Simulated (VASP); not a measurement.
Computed with r2SCAN meta-GGA, VASP's PBE PAW potentials (set 64) (plane waves; VASP 6.6.1).

The input files of a VASP run:

**POSCAR**
```
Ta2N
1
    3.0699795027     0.0000001657     0.0000000000
   -1.5349890770     2.6586797878     0.0000000000
    0.0000000000    -0.0000000000    16.2810479296
N Ta
1 2
Direct
  0.0000000000   0.0000000000   0.5000000000
  0.3333330000   0.6666670000   0.5707845524
  0.6666670000   0.3333330000   0.4292154476
```

File KPOINTS:
```
Automatic mesh
0
Gamma
10 10 1
0 0 0
```

**INCAR**
```
SYSTEM = Ta2N
PREC = Accurate; ENCUT = 520; LREAL = .FALSE.
LASPH = .TRUE.
EDIFF = 1E-6; NELM = 100; ALGO = Normal
LMAXMIX = 6; LMIXTAU = .TRUE.
ISMEAR = 1; SIGMA = 0.1
METAGGA = R2SCAN
IBRION = 2; NSW = 60; ISIF = 4
EDIFFG = -0.02
LWAVE = .FALSE.; LCHARG = .FALSE.
```

POTCAR, in this order: N Ta_pv (PBE.64 set). Program: vasp_std.

The run wrote:

File OSZICAR:
```
       N       E                     dE             d eps       ncg     rms          rms(c)
DAV:   1     0.129458796637E+03    0.12946E+03   -0.15117E+04   580   0.134E+03
DAV:   2    -0.103736740185E+03   -0.23320E+03   -0.23077E+03   617   0.343E+02
DAV:   3    -0.116940046359E+03   -0.13203E+02   -0.13006E+02   585   0.786E+01
DAV:   4    -0.117380681731E+03   -0.44064E+00   -0.43874E+00   719   0.132E+01
DAV:   5    -0.117386575944E+03   -0.58942E-02   -0.58768E-02   600   0.149E+00    0.295E+01
DAV:   6    -0.110676514261E+03    0.67101E+01   -0.27716E+01   614   0.372E+01    0.137E+01
DAV:   7    -0.107417989503E+03    0.32585E+01   -0.29968E+00   512   0.133E+01    0.469E+00
DAV:   8    -0.107406522136E+03    0.11467E-01   -0.52176E-01   630   0.719E+00    0.913E-01
DAV:   9    -0.106208425793E+03    0.11981E+01   -0.19781E-01   607   0.500E+00    0.440E-01
DAV:  10    -0.106064645889E+03    0.14378E+00   -0.46935E-02   637   0.249E+00    0.264E-01
DAV:  11    -0.106038572295E+03    0.26074E-01   -0.15669E-02   497   0.167E+00    0.213E-01
DAV:  12    -0.105975085710E+03    0.63487E-01   -0.22630E-02   489   0.183E+00    0.120E-01
DAV:  13    -0.105895390334E+03    0.79695E-01   -0.26043E-02   557   0.190E+00    0.850E-02
DAV:  14    -0.105740930075E+03    0.15446E+00   -0.92254E-02   610   0.203E+00    0.165E-01
DAV:  15    -0.105746273400E+03   -0.53433E-02   -0.19064E-03   623   0.342E-01    0.182E-01
DAV:  16    -0.105754330952E+03   -0.80576E-02   -0.14015E-02   488   0.455E-01    0.150E-01
DAV:  17    -0.105729657661E+03    0.24673E-01   -0.19613E-02   487   0.746E-01    0.129E-01
DAV:  18    -0.105737161344E+03   -0.75037E-02   -0.18160E-03   613   0.218E-01    0.111E-01
DAV:  19    -0.105720929844E+03    0.16231E-01   -0.32847E-03   491   0.273E-01    0.113E-01
DAV:  20    -0.105727488144E+03   -0.65583E-02   -0.11035E-03   523   0.136E-01    0.932E-02
DAV:  21    -0.105735827963E+03   -0.83398E-02   -0.50988E-03   616   0.250E-01    0.416E-02
DAV:  22    -0.105753195466E+03   -0.17368E-01   -0.77428E-03   482   0.431E-01    0.602E-02
DAV:  23    -0.105755451868E+03   -0.22564E-02   -0.33691E-03   528   0.288E-01    0.526E-02
DAV:  24    -0.105755116400E+03    0.33547E-03   -0.22694E-03   481   0.238E-01    0.306E-02
DAV:  25    -0.105755028171E+03    0.88229E-04   -0.16839E-04   541   0.985E-02    0.269E-02
DAV:  26    -0.105755061146E+03   -0.32975E-04   -0.76154E-05   526   0.713E-02    0.165E-02
DAV:  27    -0.105753838533E+03    0.12226E-02   -0.23582E-03   516   0.232E-01    0.103E-02
DAV:  28    -0.105754127259E+03   -0.28873E-03   -0.18895E-04   515   0.110E-01    0.856E-03
DAV:  29    -0.105753640021E+03    0.48724E-03   -0.26812E-04   480   0.117E-01    0.634E-03
DAV:  30    -0.105755606869E+03   -0.19668E-02   -0.86466E-04   483   0.140E-01    0.633E-03
DAV:  31    -0.105755680572E+03   -0.73703E-04   -0.27675E-05   536   0.293E-02    0.615E-03
DAV:  32    -0.105755684563E+03   -0.39910E-05   -0.16199E-06   482   0.684E-03    0.620E-03
DAV:  33    -0.105755685857E+03   -0.12939E-05   -0.12253E-07   347   0.313E-03    0.618E-03
DAV:  34    -0.105755685534E+03    0.32256E-06   -0.56878E-08   260   0.212E-03
   1 F= -.10575569E+03 E0= -.10575501E+03  d E =-.105756E+03
       N       E                     dE             d eps       ncg     rms          rms(c)
DAV:   1    -0.105687727088E+03    0.67959E-01   -0.10172E+01   476   0.314E+01    0.149E+00
DAV:   2    -0.105807850706E+03   -0.12012E+00   -0.94486E-01   553   0.888E+00    0.910E-01
DAV:   3    -0.105782225723E+03    0.25625E-01   -0.51730E-02   594   0.192E+00    0.414E-01
DAV:   4    -0.105766033766E+03    0.16192E-01   -0.12979E-02   619   0.766E-01    0.117E-01
DAV:   5    -0.105773841276E+03   -0.78075E-02   -0.71055E-03   543   0.444E-01    0.725E-02
DAV:   6    -0.105774282120E+03   -0.44084E-03   -0.55170E-04   585   0.232E-01    0.398E-02
DAV:   7    -0.105776722643E+03   -0.24405E-02   -0.11896E-03   486   0.245E-01    0.131E-02
DAV:   8    -0.105777204625E+03   -0.48198E-03   -0.32191E-04   526   0.180E-01    0.112E-02
DAV:   9    -0.105777162792E+03    0.41833E-04   -0.96786E-05   510   0.795E-02    0.747E-03
DAV:  10    -0.105777488796E+03   -0.32600E-03   -0.16787E-04   521   0.711E-02    0.508E-03
DAV:  11    -0.105777560826E+03   -0.72029E-04   -0.65508E-05   566   0.471E-02    0.362E-03
DAV:  12    -0.105777590245E+03   -0.29419E-04   -0.21320E-05   420   0.337E-02    0.255E-03
DAV:  13    -0.105777604494E+03   -0.14250E-04   -0.23502E-05   484   0.465E-02    0.183E-03
DAV:  14    -0.105777634052E+03   -0.29558E-04   -0.17302E-05   388   0.331E-02    0.112E-03
DAV:  15    -0.105777661852E+03   -0.27800E-04   -0.67230E-06   369   0.223E-02    0.904E-04
DAV:  16    -0.105777674296E+03   -0.12444E-04   -0.26403E-06   374   0.145E-02    0.519E-04
DAV:  17    -0.105777677381E+03   -0.30848E-05   -0.20163E-06   369   0.135E-02    0.267E-04
DAV:  18    -0.105777677317E+03    0.64031E-07   -0.71105E-07   371   0.727E-03
   2 F= -.10577768E+03 E0= -.10577784E+03  d E =-.219918E-01
       N       E                     dE             d eps       ncg     rms          rms(c)
DAV:   1    -0.105776424832E+03    0.12525E-02   -0.21228E-01   476   0.451E+00    0.216E-01
DAV:   2    -0.105776965084E+03   -0.54025E-03   -0.20407E-02   528   0.130E+00    0.131E-01
DAV:   3    -0.105778074074E+03   -0.11090E-02   -0.13835E-03   565   0.308E-01    0.551E-02
DAV:   4    -0.105775012783E+03    0.30613E-02   -0.15552E-03   539   0.221E-01    0.152E-02
DAV:   5    -0.105777650146E+03   -0.26374E-02   -0.70335E-04   482   0.168E-01    0.942E-03
DAV:   6    -0.105778088175E+03   -0.43803E-03   -0.23457E-04   508   0.122E-01    0.521E-03
DAV:   7    -0.105778179313E+03   -0.91139E-04   -0.43035E-05   498   0.628E-02    0.217E-03
DAV:   8    -0.105778228133E+03   -0.48819E-04   -0.17141E-05   436   0.314E-02    0.140E-03
DAV:   9    -0.105778228568E+03   -0.43480E-06   -0.43644E-06   481   0.167E-02
   3 F= -.10577823E+03 E0= -.10577824E+03  d E =-.225430E-01
       N       E                     dE             d eps       ncg     rms          rms(c)
DAV:   1    -0.105779017923E+03   -0.78979E-03   -0.43908E-02   476   0.180E+00    0.139E-01
DAV:   2    -0.105778008072E+03    0.10099E-02   -0.25417E-03   477   0.417E-01    0.703E-02
DAV:   3    -0.105778114355E+03   -0.10628E-03   -0.17180E-03   489   0.241E-01    0.208E-02
DAV:   4    -0.105778346680E+03   -0.23233E-03   -0.32120E-04   492   0.126E-01    0.136E-02
DAV:   5    -0.105778329759E+03    0.16921E-04   -0.71416E-05   518   0.691E-02    0.895E-03
DAV:   6    -0.105778377916E+03   -0.48157E-04   -0.39669E-05   484   0.554E-02    0.544E-03
DAV:   7    -0.105778386500E+03   -0.85834E-05   -0.25913E-05   479   0.450E-02    0.158E-03
DAV:   8    -0.105778403680E+03   -0.17180E-04   -0.73038E-06   373   0.269E-02    0.836E-04
DAV:   9    -0.105778391949E+03    0.11730E-04   -0.10765E-05   369   0.281E-02    0.120E-03
DAV:  10    -0.105778416305E+03   -0.24356E-04   -0.70101E-06   368   0.253E-02    0.678E-04
DAV:  11    -0.105778420961E+03   -0.46554E-05   -0.18180E-06   364   0.118E-02    0.342E-04
DAV:  12    -0.105778417502E+03    0.34589E-05   -0.17519E-06   364   0.111E-02    0.370E-04
DAV:  13    -0.105778422180E+03   -0.46778E-05   -0.15089E-06   362   0.106E-02    0.291E-04
DAV:  14    -0.105778422979E+03   -0.79934E-06   -0.62043E-07   361   0.643E-03
   4 F= -.10577842E+03 E0= -.10577841E+03  d E =-.194411E-03
```

File OUTCAR:
```
------------------------ aborting loop because EDIFF is reached ----------------------------------------
  FORCE on cell =-STRESS in cart. coord.  units (eV):
  Direction    XX          YY          ZZ          XY          YZ          ZX
  --------------------------------------------------------------------------------------
  Total        0.0398018      0.0398018     -0.0168441      0.0000000      0.0000000      0.0000000
  in kB        0.4798766      0.4798764     -0.2030830      0.0000002      0.0000000      0.0000000
  external PRESSURE =       0.2522233 kB  Pullay stress =       0.0000000 kB
  volume of cell :      132.89
      direct lattice vectors                 reciprocal lattice vectors
     3.061518616  0.000000179 -0.000000000     0.326635272  0.188582911 -0.000000000
    -1.530758623  2.651352428  0.000000000    -0.000000022  0.377165991 -0.000000000
     0.000000000  0.000000000 16.371161737     0.000000000 -0.000000000  0.061083020
 POSITION                                       TOTAL-FORCE (eV/Angst)
 -----------------------------------------------------------------------------------
      0.00000      0.00000      8.18558        -0.000000     -0.000000      0.000000
     -0.00000      1.76757      9.37499         0.000000     -0.000000      0.006227
      1.53076      0.88378      6.99617        -0.000000      0.000000     -0.006227
 -----------------------------------------------------------------------------------
    total drift:                                0.000000     -0.000000      0.000000
  FREE ENERGIE OF THE ION-ELECTRON SYSTEM (eV)
  ---------------------------------------------------
  free  energy   TOTEN  =      -105.7784229791 eV

  energy  without entropy=     -105.7783696092  energy(sigma->0) =     -105.77840519

 reached required accuracy - stopping structural energy minimisation
```
(Selected blocks of OUTCAR.)

CONTCAR:
```
Ta2N
   1.00000000000000
     3.0615186162619592    0.0000001794351416   -0.0000000000000000
    -1.5307586233490247    2.6513524282981717    0.0000000000000000
     0.0000000000000000    0.0000000000000000   16.3711617370923292
  N               Ta
     1     2
Direct
     0.0000000000000000    0.0000000000000000    0.5000000000000000
     0.3333330000000032    0.6666669999999968    0.5726529463040207
     0.6666669999999968    0.3333330000000032    0.4273470536959793
```

The cell holds a wide vacuum, so values per volume refer to the whole cell.

The cell is a sheet with vacuum, built from a generated structure.
